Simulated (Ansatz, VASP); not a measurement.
**HfMoS2O2 (1T-HfO2 under 2H-MoS2, AA'): VASP beside Ansatz**

One calculation is typed for both programs; each brings its own data sets. How far apart do they land? Of the first pair: The structure shown is the start of the Ansatz relaxation below; VASP solves that cell, so the two are compared at the walk's first step.

Program: Ansatz 0.2.0. Level of theory: plane waves, with VASP 6.6.1 beside it; single point at LDA. Results are calculated unless marked as measured.

**1. Set-up**

The cell holds 6 atoms: 2 O, 1 Hf, 2 S and 1 Mo. Its edges and angles: a = 3.210 Å, b = 3.210 Å, c = 48.431 Å, α = 90.0°, β = 90.0°, γ = 120.0°. Vacuum lies along c.

**2. Ansatz: relaxation, LDA**

Ansatz runs on its default PAW (the set named soft_2) files.

The two programs are compared at the cell with which this relaxation starts, whose forces are those of its first step.

input.yaml

```yaml
crystal:
  lattice:
    - [3.21, 0.0, 0.0]
    - [-1.605, 2.7799415461, 0.0]
    - [0.0, 0.0, 48.4311886125]
  atoms:
    - { symbol: O, position: [0.6666666667, 0.3333333333, 0.4098598562] }
    - { symbol: Hf, position: [0.0, 0.0, 0.4358616016] }
    - { symbol: O, position: [0.3333333333, 0.6666666667, 0.4618633471] }
    - { symbol: S, position: [0.0, 0.0, 0.5227745096] }
    - { symbol: Mo, position: [0.3333333333, 0.6666666667, 0.5564573267] }
    - { symbol: S, position: [0.0, 0.0, 0.5901401438] }
  periodic: [true, true, false]
kpoints:
  mp_grid: { grid: [12, 12, 1] }
hamiltonian:
  xc: lda
scf:
  occupations: { method: fermi_dirac, width: 0.05 }
  convergence: { dr2_threshold: 1.0e-09 }
relax:
  f_tol: 0.004
  max_steps: 90
  cell: {}
output:
  write_potential: true
  write_density: true
  volumetric_format: npy
```

Command:

```sh
ansatz run input.yaml --threads 4 --pin off --max-ram 6144MiB --backend cpu --events-out ev --progress --plain --runs-dir out
```

Numbers of over 12 decimals in the logs are rounded to 6 here.

Log:

```text
Warning: relax.cell: scf.convergence.dr2_threshold = 1e-9 eV is looser than the 1.71009633585e-10 eV advised for a relaxation that steers and ends on the stress (1e-10 eV for each atom of the cell: 6, times the square of relax.cell.stress_2d_tol = 0.05 N/m over 18.7 Å (the atoms' height at the walk's start and 5 Å past either face), 2.669e-2 GPa, over a crystal's default 0.05). What an SCF threshold leaves in a stress goes as its square root, and in the free energy as the threshold itself, and one threshold admits the most on a small cell: [figures from the program's tests cut] Set scf.convergence.dr2_threshold to 1.71009633585e-10 eV or tighter. [rest of the remark cut]
Engine: ansatz 0.2.0, x86_64-unknown-linux-gnu
Pseudopotentials: kind: paw
Pseudopotential: O, paw, valence charge 6, recommended cutoff 420 eV (normal), O.paw.azcp
Pseudopotential: Hf, paw, valence charge 26, recommended cutoff 420 eV (normal), Hf.paw.azcp
Pseudopotential: S, paw, valence charge 6, recommended cutoff 420 eV (normal), S.paw.azcp
Pseudopotential: Mo, paw, valence charge 14, recommended cutoff 420 eV (normal), Mo.paw.azcp
Functional definition: SPW92
  exchange = slater_x
  correlation = pw_c
Crystal: 6 atoms, lattice volume = 432.181 Å³
Basis set: ecut = 420 eV, 8597 PW (Γ)
Bands: 39, of which v1, the nominal top of the filled ones, is band 32 counted from 1 (31 counted from 0)
Symmetry: 6 space group operations
Space group: P3m1 (ITA 156), of the structure as read, at distance tolerance 7.6e-5 Å
k-points: 19 of 144 (time reversal used)
Non-local potential: O, projectors of the file, l = 0: 2, l = 1: 2, l = 2: 1
Non-local potential: Hf, projectors of the file, l = 0: 3, l = 1: 2, l = 2: 2, l = 3: 3
Non-local potential: S, projectors of the file, l = 0: 2, l = 1: 2, l = 2: 2
Non-local potential: Mo, projectors of the file, l = 0: 3, l = 1: 2, l = 2: 2, l = 3: 1
PAW form: soft (Blöchl's): semilocal exchange-correlation on the pseudo side does not see the compensation charge
PAW frozen core: O, regenerated for the run's functional, and the local potential with it (the file was generated under x = pbe(κ = 0.804, μ = 0.219515), c = pbe(β = 0.066725))
PAW frozen core: Hf, regenerated for the run's functional, and the local potential with it (the file was generated under x = pbe(κ = 0.804, μ = 0.219515), c = pbe(β = 0.066725))
PAW frozen core: S, regenerated for the run's functional, and the local potential with it (the file was generated under x = pbe(κ = 0.804, μ = 0.219515), c = pbe(β = 0.066725))
PAW frozen core: Mo, regenerated for the run's functional, and the local potential with it (the file was generated under x = pbe(κ = 0.804, μ = 0.219515), c = pbe(β = 0.066725))
PAW one-centre angular grid: O, 110 points (default); XC on 64 Gauss nodes
PAW one-centre angular grid: Hf, 590 points (default); XC on 64 Gauss nodes
PAW one-centre angular grid: S, 110 points (default); XC on 64 Gauss nodes
PAW one-centre angular grid: Mo, 590 points (default); XC on 64 Gauss nodes
Initial density: superposition of atomic densities (neutral atoms: chi_scale 0, normalization atom), corrected by the library's trained network
Initial wavefunctions: pseudopotential atomic-orbital guess
Functional: x = slater, c = lda
SCF iter   1: F=—  HF=-23175.251890 eV  |F-HF|=—  |Δ(HF+E_count)|=         —  Δρ=8.11e-3  dr2=5.78e-1  ethr=1.77e-3  ⟨swp⟩=15.3  Hψ=5286  notcnv=0
preconditioner: auto → Resta (q_TF=auto, 1.984 Å⁻¹)  ε∞=2.4  [insulator: Δε(μ)=1.696 eV  Ē_g=10.561 eV  σ=0.050 eV  W_gap=1.00  n_scr=30 (ndim 8)  ℏωp=12.4 eV  f_vac=0.754  D(μ)=0.00/eV (n_scr^D=0)  ε∞_Penn≈2.4  vacuum switching on, ρ_ref=8.1e-3 e/Å³]
SCF iter   2: F=—  HF=-23175.235745 eV  |F-HF|=—  |Δ(HF+E_count)|=   1.61e-2  Δρ=7.56e-3  dr2=7.44e-1  ethr=9.03e-4  ⟨swp⟩=4.0  Hψ=1849  notcnv=0  defer=25
preconditioner: auto → LDOS  [insulator: Δε(μ)=0.313 eV  Ē_g=10.926 eV  σ=0.050 eV  W_gap=0.91  n_scr=30 (ndim 8)  ℏωp=12.4 eV  f_vac=0.754  D(μ)=0.08/eV (n_scr^D=2)  ε∞_Penn≈2.3  β→1.0]
SCF iter   3: F=—  HF=-23175.162626 eV  |F-HF|=—  |Δ(HF+E_count)|=   7.31e-2  Δρ=3.03e-3  dr2=2.03e-1  ethr=9.03e-4  ⟨swp⟩=3.8  Hψ=1239  notcnv=0  defer=27
SCF iter   4: F=—  HF=-23175.151148 eV  |F-HF|=—  |Δ(HF+E_count)|=   1.15e-2  Δρ=1.90e-3  dr2=3.68e-2  ethr=3.17e-4  ⟨swp⟩=3.8  Hψ=1459  notcnv=0  defer=31
[...]
SCF iter   5: F=—  HF=-23176.977833 eV  |F-HF|=—  |Δ(HF+E_count)|=   2.29e-9  Δρ=1.32e-6  dr2=4.85e-9  ethr=4.61e-11  ⟨swp⟩=3.3  Hψ=1654  notcnv=0
SCF iter   6: F=-23176.977833 eV  HF=-23176.977833 eV  |F-HF|=1.27e-10  |Δ(HF+E_count)|=  8.73e-10  Δρ=3.26e-7  dr2=2.83e-10  ethr=1.56e-12  ⟨swp⟩=11.1  Hψ=7132  notcnv=0
SCF 12 converged in 6 iterations: F = -23176.977833 eV  dr2 = 2.83e-10
relax step  12: F+E_penalty+E_count = -23176.97783291 eV  Δ(F+E_penalty+E_count) = +1.274e-5 eV  max|allowed force component| = 1.073e-4 eV/Å  Δτ_max = 0.0005 Å  P = +0.000 N/m  Ω = 420.763 Å³  energy of the carried Pulay correction = +1.421e-4 eV  fix = [c, alpha, beta]  reactions: c +0.000 N/m  (6 SCF iters, accepted)
iter 1 solved again at ethr=1.71e-7 eV; its pass at ethr=3.10e-3 eV (dr2=1.09e-4 eV) is discarded
SCF iter   1: F=—  HF=-23176.977687 eV  |F-HF|=—  |Δ(HF+E_count)|=         —  Δρ=2.35e-6  dr2=9.14e-9  ethr=1.71e-7  ⟨swp⟩=6.7  Hψ=9643  notcnv=0
eigensolver tolerance schedule: the retry pair's looser diagonalisation over-reported the residual by 11952.61 of it (diagonalisation noise at 1.93 of the residual, at the tolerance the schedule requests for it); recorded, not acted on — ethr = c·dr2/N_el stays at c = 1.0e-1
SCF iter   2: F=—  HF=-23176.977693 eV  |F-HF|=—  |Δ(HF+E_count)|=   6.19e-6  Δρ=1.33e-6  dr2=1.19e-8  ethr=1.43e-11  ⟨swp⟩=6.9  Hψ=3496  notcnv=0
SCF iter   3: F=—  HF=-23176.977693 eV  |F-HF|=—  |Δ(HF+E_count)|=   1.73e-9  Δρ=8.59e-7  dr2=1.46e-9  ethr=1.43e-11  ⟨swp⟩=2.9  Hψ=1098  notcnv=0
SCF iter   4: F=-23176.977693 eV  HF=-23176.977693 eV  |F-HF|=5.42e-10  |Δ(HF+E_count)|=  1.56e-10  Δρ=4.14e-7  dr2=7.32e-10  ethr=1.56e-12  ⟨swp⟩=19.3  Hψ=7424  notcnv=0
SCF 13 converged in 4 iterations: F = -23176.977693 eV  dr2 = 7.32e-10
relax step  13: F+E_penalty+E_count = -23176.97769326 eV  Δ(F+E_penalty+E_count) = +1.396e-4 eV  max|allowed force component| = 1.059e-4 eV/Å  Δτ_max = 0.0000 Å  P = -0.001 N/m  Ω = 420.763 Å³  fix = [c, alpha, beta]  reactions: c -0.000 N/m  stress off target by 1.31e-3 N/m on what of the cell is left free  SCF on the basis re-selected at this cell (its energy is not comparable with the rows above)  (4 SCF iters)
basis re-selected at this cell: Δ(F+E_penalty+E_count) = +1.396e-4 eV, ΔP = -0.002 N/m vs the last step (what re-selecting the basis moved, of the pressure what is left beyond the Pulay correction that the steps carried, after the strain that the cell walked since its last selection, with what the two solves' SCF thresholds leave and, on support functions, any second-order correction that the steps lacked; it is no m [...]
WARN: The output density's exchange-correlation potential varies sharply where the density is thin. Do not read a vacuum level from v_tot or v_xc, or from such a field of the output density. On a cell that repeats whose density bears no net charge and no dipole along the vacuum's axis use v_es (v_loc + v_h of the components); under efield.dipole_correction with no amplitude use v_es + v_field, which holds any externa [...]
SCF converged after 4 iterations
Free energy (F): -23176.977693 eV
Harris-Foulkes:  -23176.977693 eV  (|F-HF|=5.42e-10)
Internal energy: -23176.977693 eV  (E = F + TS)
E sigma→0 (E₀):  -23176.977693 eV
Entropy (-TS):   -0.000000 eV (-0.000 meV/atom)
Fermi energy:    -5.371885 eV
--- Per-component energies (eV) ---
  E_band       = -1408.949334
  E_kinetic    = 1431.006052
  E_local      = -394427.533348  (includes V_loc(G=0)·N_el)
  E_nonlocal   = -924.432758
  E_hartree    = 196094.389189
  E_xc         = -818.883679
  E_vxc        = -859.006639  (∫ρ·V_xc dr)
  E_paw        = -11207.735545  (= ΣΔE_a)
  E_vpaw       = 1182.233424  (= ΣTr[D̂ρ^β])
  E_aug_tail   = 0.005068  (compensation charges beyond the density's cutoff)
  E_ewald      = 186672.777031
  E_core_change = 3.430297  (= ΣΔE_core)
  E_smearing   = -0.000000  (= −TS)
  E_closure    = -0.000000  (closes the sum)
  Σ components = -23176.977693   (vs F -23176.977693, Δ=0.00e0)
--- Forces (eV/Å), atoms counted from 1 ---
  atom   1  O      0.00000000    -0.00000000    -0.00014770
  atom   2  Hf    -0.00000000     0.00000000    -0.00030327
  atom   3  O     -0.00000000     0.00000000    -0.00020930
  atom   4  S      0.00000000    -0.00000000    -0.00034687
  atom   5  Mo     0.00000000    -0.00000000    -0.00016426
  atom   6  S     -0.00000000    -0.00000000    -0.00027468
  max |Σ_I F_I| component: 1.45e-3 eV/Å
--- 2D stress c σ (N/m, compression-positive) ---
       -0.001312       0.000000       0.000000
        0.000000      -0.001312      -0.000000
        0.000000      -0.000000      -0.000000
  P = ½ c Tr σ = -0.0013 N/m
--- Band table (eV; the first three rows and the last of 19) ---
  k-point 0: bands = [... 28 lower, -7.8526, -7.8526, -7.7129, -6.1238, -3.4539, -3.4539, -3.1379, -3.1379, ... 3 higher]
  k-point 1: bands = [... 28 lower, -8.3342, -8.0187, -7.3106, -6.1915, -3.5890, -3.4002, -3.2681, -3.2440, ... 3 higher]
  k-point 2: bands = [... 28 lower, -8.4832, -8.4095, -7.2028, -6.4815, -3.8361, -3.6346, -3.5339, -3.0511, ... 3 higher]
  k-point 18: bands = [... 28 lower, -8.9738, -8.9268, -8.2801, -6.3142, -4.6325, -3.1707, -3.1541, -2.4701, ... 3 higher]
  the weakly bound empty levels are not read free of the cell's end (no_gap_told)
--- Relaxed structure (11 steps of the walk, 10 accepted, 2 SCFs on fresh bases) ---
  F+E_penalty+E_count = -23176.97769326 eV   max|allowed force component| = 1.059e-4 eV/Å   (the final SCF, on the basis selected at the relaxed cell)
  cell:  # Å, volume = 420.7626 Å³
    - [3.167311, 0.0, 0]
    - [-1.583655, 2.742971, 0]
    - [0, 0, 48.4311886125]
  atoms:
    - { symbol: O, position: [0.666667, 0.333333, 0.422323] }
    - { symbol: Hf, position: [-1.2335811384541446e-17, -2.77555756156229e-17, 0.442335] }
    - { symbol: O, position: [0.333333, 0.666667, 0.462232] }
    - { symbol: S, position: [-1.2335811384544429e-17, -2.7755575615628864e-17, 0.518310] }
    - { symbol: Mo, position: [0.333333, 0.666667, 0.550016] }
    - { symbol: S, position: [-1.2335811384544426e-17, -2.7755575615628864e-17, 0.581741] }
```

In the SCF lines HF is the Harris–Foulkes energy and dr2 the Hartree energy of the density residual, in eV; the loop may stop once dr2 is under the threshold and the program's other checks hold. Hψ counts applications of the Hamiltonian.

(Continued in part 2 of 2.)

[Lines on the potential files, build, host, timing and source positions are cut from VASP's logs without a mark.]

[Logs are printed without paths, hosts, clocks, repeated set-up lines and the standing remarks that a program may print on its own settings, such as how far it seeks lower states.]

[Hosts, paths, dates, database ids (printed as entryN), source tags and the programs' standing remarks are cut or masked in the printed files.]
